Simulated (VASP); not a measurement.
The system is CdTe.

```
Cd Te
1.0
     0.00000    3.20500    3.20500
     3.20500    0.00000    3.20500
     3.20500    3.20500    0.00000
Cd Te
1 1
Direct
  0.00000 0.00000 0.00000
  0.25000 0.25000 0.25000
```

| Property | Result |
| --- | --- |
| Program | VASP 6.6.1 |
| Task | relaxation of cell and atoms |
| Functional | PBE |
| Potentials or basis | VASP PAW PBE potentials, release 64 (Cd, Te) |
| Cutoff | 520 eV |
| k mesh | 4 × 4 × 4 |
| Occupations | gaussian, width 0.02 eV |
| Spin | no spin polarisation |

At the start: pressure 4.7 GPa; volume 32.92 Å³/atom.

Q: How do energy, volume and symmetry change on relaxing?

A: Over 5 steps the energy falls by 47.3 meV/atom and the volume is 36.51 Å³/atom (+10.9 %); space group F-43m (No. 216, to 0.05 Å).

The path:
```tsv
step	energy change (eV)	largest force (eV/Å)	pressure (GPa)	volume (Å³)
1	0.0000	0.0000	4.65	65.84
2	-0.0868	0.0000	-1.04	75.38
3	-0.0946	0.0000	0.01	72.99
4	-0.0946	0.0000	-0.05	73.14
5	-0.0946	0.0000	0.00	73.03
```

Final structure:
```yaml
crystal:
  lattice:
    - [0.00000, 3.31756, 3.31756]
    - [3.31756, 0.00000, 3.31756]
    - [3.31756, 3.31756, 0.00000]
  atoms:
    - { symbol: Cd, position: [0.00000, 0.00000, 0.00000] }
    - { symbol: Te, position: [0.25000, 0.25000, 0.25000] }
```

Caveat: the k mesh is coarse (spacing up to 0.42 Å⁻¹), so the values aren't converged; the volume moved by +11 % from the deposited cell, more than functionals usually miss.
